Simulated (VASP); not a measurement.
All values below come from AM05 GGA, VASP's PBE PAW potentials (set 64) (plane waves; VASP 6.6.1).

The input files of a VASP run:

**POSCAR**
```
WSe2
1.0
  1.6495300067  -2.8570694572   0.0000000000
  1.6495300067   2.8570694572   0.0000000000
  0.0000000000   0.0000000000  14.5729118089
W Se
2 4
direct
  0.3333330000   0.6666670000   0.2500000000
  0.6666670000   0.3333330000   0.7500000000
  0.3333330000   0.6666670000   0.8659324612
  0.6666670000   0.3333330000   0.3659324612
  0.6666670000   0.3333330000   0.1340675388
  0.3333330000   0.6666670000   0.6340675388
```

**INCAR**
```
! general
SYSTEM  = WSe2
PREC    = Accurate
ENCUT   = 520
LREAL   = .FALSE.
LASPH   = .TRUE.

! electronic loop
EDIFF   = 1E-7
NELM    = 100
ALGO    = Normal
LMAXMIX = 6

! smearing
ISMEAR  = 0
SIGMA   = 0.05

! functional
GGA     = AM

! ions
IBRION  = 2
NSW     = 30
ISIF    = 4
EDIFFG  = -0.01

! output
LWAVE   = .FALSE.
LCHARG  = .FALSE.
```

File KPOINTS:
```
Automatic mesh
0
Gamma
8 8 2
0 0 0
```

POTCAR, in this order: W_sv Se (PBE.64 set). Program: vasp_std.

The resulting files:

OSZICAR:
```
       N       E                     dE             d eps       ncg     rms          rms(c)
DAV:   1     0.504002844771E+03    0.50400E+03   -0.28140E+04  1408   0.161E+03
DAV:   2    -0.129334416279E+02   -0.51694E+03   -0.50504E+03  1480   0.417E+02
DAV:   3    -0.460865258645E+02   -0.33153E+02   -0.32044E+02  1513   0.938E+01
DAV:   4    -0.470180903391E+02   -0.93156E+00   -0.92682E+00  1531   0.159E+01
DAV:   5    -0.470427265027E+02   -0.24636E-01   -0.24626E-01  1560   0.250E+00    0.294E+01
DAV:   6    -0.454829549306E+02    0.15598E+01   -0.10189E+01  1399   0.177E+01    0.104E+01
DAV:   7    -0.452107131539E+02    0.27224E+00   -0.45282E+00  1449   0.867E+00    0.545E+00
DAV:   8    -0.450391625249E+02    0.17155E+00   -0.74097E-01  1646   0.472E+00    0.111E+00
DAV:   9    -0.450403835063E+02   -0.12210E-02   -0.57674E-02  1567   0.123E+00    0.771E-01
DAV:  10    -0.450399350588E+02    0.44845E-03   -0.16370E-02  1569   0.850E-01    0.192E-01
DAV:  11    -0.450399347926E+02    0.26618E-06   -0.19936E-03  1480   0.277E-01    0.136E-01
DAV:  12    -0.450400076570E+02   -0.72864E-04   -0.13677E-04  1677   0.542E-02    0.861E-02
DAV:  13    -0.450400674323E+02   -0.59775E-04   -0.14658E-04  1567   0.673E-02    0.956E-03
DAV:  14    -0.450400775498E+02   -0.10117E-04   -0.17364E-05  1492   0.228E-02    0.470E-03
DAV:  15    -0.450400786106E+02   -0.10608E-05   -0.13915E-06  1328   0.576E-03    0.283E-03
DAV:  16    -0.450400787651E+02   -0.15452E-06   -0.42069E-07  1346   0.351E-03    0.221E-04
DAV:  17    -0.450400787756E+02   -0.10536E-07   -0.15543E-08   998   0.796E-04
   1 F= -.45040079E+02 E0= -.45040079E+02  d E =-.450401E+02
       N       E                     dE             d eps       ncg     rms          rms(c)
DAV:   1    -0.450618066917E+02   -0.21728E-01   -0.20028E+00  1296   0.648E+00    0.121E+00
DAV:   2    -0.450665869213E+02   -0.47802E-02   -0.11269E-01  1464   0.135E+00    0.520E-01
DAV:   3    -0.450653750138E+02    0.12119E-02   -0.72129E-03  1553   0.469E-01    0.363E-01
DAV:   4    -0.450649874551E+02    0.38756E-03   -0.22651E-03  1590   0.238E-01    0.121E-01
DAV:   5    -0.450649953699E+02   -0.79148E-05   -0.25229E-04  1609   0.843E-02    0.283E-02
DAV:   6    -0.450649832325E+02    0.12137E-04   -0.63273E-05  1445   0.434E-02    0.105E-02
DAV:   7    -0.450649854169E+02   -0.21843E-05   -0.52022E-06  1598   0.103E-02    0.283E-03
DAV:   8    -0.450649861829E+02   -0.76608E-06   -0.68222E-07  1290   0.473E-03    0.103E-03
DAV:   9    -0.450649865033E+02   -0.32035E-06   -0.49483E-07  1290   0.315E-03    0.328E-04
DAV:  10    -0.450649865051E+02   -0.17953E-08   -0.20322E-08   970   0.703E-04
   2 F= -.45064987E+02 E0= -.45064987E+02  d E =-.249077E-01
       N       E                     dE             d eps       ncg     rms          rms(c)
DAV:   1    -0.450649868888E+02   -0.38547E-06   -0.33406E-05  1373   0.266E-02    0.488E-03
DAV:   2    -0.450649869141E+02   -0.25394E-07   -0.18757E-06  1325   0.554E-03    0.221E-03
DAV:   3    -0.450649868463E+02    0.67823E-07   -0.12096E-07   851   0.207E-03
   3 F= -.45064987E+02 E0= -.45064987E+02  d E =-.249081E-01
       N       E                     dE             d eps       ncg     rms          rms(c)
DAV:   1    -0.451179055652E+02   -0.52919E-01   -0.21572E+00  1240   0.923E+00    0.127E+00
DAV:   2    -0.450868033349E+02    0.31102E-01   -0.17172E-01  1371   0.229E+00    0.595E-01
DAV:   3    -0.450803043081E+02    0.64990E-02   -0.10643E-02  1448   0.636E-01    0.265E-01
DAV:   4    -0.450780994364E+02    0.22049E-02   -0.66298E-03  1410   0.399E-01    0.115E-01
DAV:   5    -0.450781463311E+02   -0.46895E-04   -0.81835E-04  1596   0.161E-01    0.550E-02
DAV:   6    -0.450781161519E+02    0.30179E-04   -0.16516E-04  1616   0.688E-02    0.170E-02
DAV:   7    -0.450781301923E+02   -0.14040E-04   -0.40591E-05  1610   0.302E-02    0.686E-03
DAV:   8    -0.450781345718E+02   -0.43795E-05   -0.61360E-06  1430   0.145E-02    0.295E-03
DAV:   9    -0.450781357952E+02   -0.12234E-05   -0.23646E-06  1269   0.744E-03    0.154E-03
DAV:  10    -0.450781358347E+02   -0.39503E-07   -0.10674E-07  1124   0.170E-03
   4 F= -.45078136E+02 E0= -.45078136E+02  d E =-.131490E-01
       N       E                     dE             d eps       ncg     rms          rms(c)
DAV:   1    -0.451923119769E+02   -0.11418E+00   -0.57204E+00  1240   0.150E+01    0.209E+00
DAV:   2    -0.451096214039E+02    0.82691E-01   -0.46476E-01  1393   0.379E+00    0.977E-01
DAV:   3    -0.450923248517E+02    0.17297E-01   -0.28190E-02  1455   0.105E+00    0.440E-01
DAV:   4    -0.450861611452E+02    0.61637E-02   -0.18365E-02  1403   0.664E-01    0.196E-01
DAV:   5    -0.450863043928E+02   -0.14325E-03   -0.21972E-03  1567   0.266E-01    0.939E-02
DAV:   6    -0.450862112838E+02    0.93109E-04   -0.50257E-04  1601   0.121E-01    0.270E-02
DAV:   7    -0.450862550584E+02   -0.43775E-04   -0.12230E-04  1474   0.520E-02    0.116E-02
DAV:   8    -0.450862679708E+02   -0.12912E-04   -0.18961E-05  1430   0.261E-02    0.454E-03
DAV:   9    -0.450862717974E+02   -0.38266E-05   -0.69081E-06  1255   0.124E-02    0.287E-03
DAV:  10    -0.450862719822E+02   -0.18480E-06   -0.40645E-07  1312   0.312E-03    0.602E-04
DAV:  11    -0.450862720058E+02   -0.23564E-07   -0.69394E-08  1032   0.138E-03
   5 F= -.45086272E+02 E0= -.45086272E+02  d E =-.212852E-01
       N       E                     dE             d eps       ncg     rms          rms(c)
DAV:   1    -0.450863763328E+02   -0.10435E-03   -0.59120E-03  1268   0.482E-01    0.654E-02
DAV:   2    -0.450862909648E+02    0.85368E-04   -0.46708E-04  1428   0.119E-01    0.310E-02
DAV:   3    -0.450862727589E+02    0.18206E-04   -0.29129E-05  1483   0.332E-02    0.136E-02
DAV:   4    -0.450862665641E+02    0.61947E-05   -0.17092E-05  1424   0.204E-02    0.582E-03
DAV:   5    -0.450862666326E+02   -0.68480E-07   -0.22082E-06  1605   0.840E-03    0.301E-03
DAV:   6    -0.450862664724E+02    0.16025E-06   -0.49753E-07  1265   0.386E-03    0.904E-04
DAV:   7    -0.450862664755E+02   -0.30786E-08   -0.11737E-07   917   0.185E-03
   6 F= -.45086266E+02 E0= -.45086266E+02  d E =-.212796E-01
       N       E                     dE             d eps       ncg     rms          rms(c)
DAV:   1    -0.450862922818E+02   -0.25809E-04   -0.13244E-02  1310   0.594E-01    0.101E-01
DAV:   2    -0.450862878361E+02    0.44457E-05   -0.84464E-04  1443   0.126E-01    0.475E-02
DAV:   3    -0.450862709235E+02    0.16913E-04   -0.10422E-04  1506   0.570E-02    0.336E-02
DAV:   4    -0.450862644522E+02    0.64713E-05   -0.21772E-05  1588   0.234E-02    0.150E-02
DAV:   5    -0.450862640598E+02    0.39232E-06   -0.30704E-06  1543   0.825E-03    0.324E-03
DAV:   6    -0.450862639920E+02    0.67797E-07   -0.82650E-07  1349   0.483E-03
   7 F= -.45086264E+02 E0= -.45086264E+02  d E =0.248342E-05
       N       E                     dE             d eps       ncg     rms          rms(c)
DAV:   1    -0.450863181247E+02   -0.54065E-04   -0.34894E-03  1310   0.305E-01    0.523E-02
DAV:   2    -0.450863177644E+02    0.36028E-06   -0.22161E-04  1443   0.644E-02    0.245E-02
DAV:   3    -0.450863140019E+02    0.37626E-05   -0.27038E-05  1498   0.291E-02    0.172E-02
DAV:   4    -0.450863127318E+02    0.12700E-05   -0.55983E-06  1572   0.120E-02    0.773E-03
DAV:   5    -0.450863128884E+02   -0.15657E-06   -0.82849E-07  1353   0.426E-03    0.162E-03
DAV:   6    -0.450863128430E+02    0.45345E-07   -0.17872E-07   901   0.221E-03
   8 F= -.45086313E+02 E0= -.45086313E+02  d E =-.463676E-04
```

File OUTCAR:
```
------------------------ aborting loop because EDIFF is reached ----------------------------------------
  FORCE on cell =-STRESS in cart. coord.  units (eV):
  Direction    XX          YY          ZZ          XY          YZ          ZX
  --------------------------------------------------------------------------------------
  Total        0.0803610      0.0803610      0.1067834      0.0000000      0.0000000      0.0000000
  in kB        0.9373436      0.9373434      1.2455384      0.0000000      0.0000000      0.0000000
  external PRESSURE =       1.0400752 kB  Pullay stress =       0.0000000 kB
  volume of cell :      137.36
      direct lattice vectors                 reciprocal lattice vectors
     1.633755449 -2.829747175 -0.000000000     0.306043356 -0.176694231 -0.000000000
     1.633755449  2.829747175  0.000000000     0.306043356  0.176694231  0.000000000
     0.000000000 -0.000000000 14.855684629     0.000000000 -0.000000000  0.067314299
 POSITION                                       TOTAL-FORCE (eV/Angst)
 -----------------------------------------------------------------------------------
      1.63376      0.94325      3.71392        -0.000000      0.000000      0.000000
      1.63376     -0.94325     11.14176        -0.000000     -0.000000      0.000000
      1.63376      0.94325     12.81399        -0.000000      0.000000     -0.000241
      1.63376     -0.94325      5.38615         0.000000     -0.000000     -0.000241
      1.63376     -0.94325      2.04169         0.000000     -0.000000      0.000241
      1.63376      0.94325      9.46953         0.000000      0.000000      0.000241
 -----------------------------------------------------------------------------------
    total drift:                               -0.000000      0.001099     -0.000034
  FREE ENERGIE OF THE ION-ELECTRON SYSTEM (eV)
  ---------------------------------------------------
  free  energy   TOTEN  =       -45.0863128430 eV

  energy  without entropy=      -45.0863128430  energy(sigma->0) =      -45.08631284

 reached required accuracy - stopping structural energy minimisation
```
(Selected blocks of OUTCAR.)

CONTCAR:
```
WSe2
   1.00000000000000
     1.6337554492244848   -2.8297471753111347   -0.0000000000000000
     1.6337554492244848    2.8297471753111347    0.0000000000000000
     0.0000000000000000   -0.0000000000000000   14.8556846287098487
  W               Se
     2     4
Direct
     0.3333330000000032    0.6666669999999968    0.2500000000000000
     0.6666669999999968    0.3333330000000032    0.7500000000000000
     0.3333330000000032    0.6666669999999968    0.8625649349897950
     0.6666669999999968    0.3333330000000032    0.3625649349897951
     0.6666669999999968    0.3333330000000032    0.1374350650102049
     0.3333330000000032    0.6666669999999968    0.6374350650102050
```

Without a dispersion term in the relaxation, distances and binding between the weakly bound layers, chains or molecules are unreliable, and so is what depends on them.

The compound is WSe2 in the 2H layered structure. This cell is one point of a volume scan, at 1.03 of the reference volume. Symmetry was kept, so distortions that lower it aren't found.
